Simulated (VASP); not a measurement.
Input:

```xyz
2
Lattice="0.0000 2.3984 2.3984 2.3984 0.0000 2.3984 2.3984 2.3984 0.0000" Properties=species:S:1:pos:R:3 pbc="T T T"
Be     0.0000     0.0000     0.0000
S      3.5976     3.5976     3.5976
```

Level of theory: LDA (Ceperley-Alder, Perdew-Zunger), VASP's LDA PAW potentials (set 64) (plane waves; VASP). Settings: 400 eV cut-off, 10×10×10 Γ-centred mesh, Gaussian smearing of 0.010 eV, potentials Be S.

**Question.** Give the electronic dielectric tensor ε∞ (DFPT, local fields included).

**Answer.** 
```
5.44  0.00  0.00
0.00  5.44  0.00
0.00  0.00  5.44
```

**Question.** Give the Born effective charges.

**Answer.** 
| atom | Z*xx | Z*yy | Z*zz | mean |
|---|---|---|---|---|
| Be1 | 1.55 | 1.55 | 1.55 | 1.55 |
| S2 | -1.55 | -1.55 | -1.55 | -1.55 |

The structure comes from a computed database's BeS entry (F-43m); how it stands against other phases isn't given here. It was relaxed first.
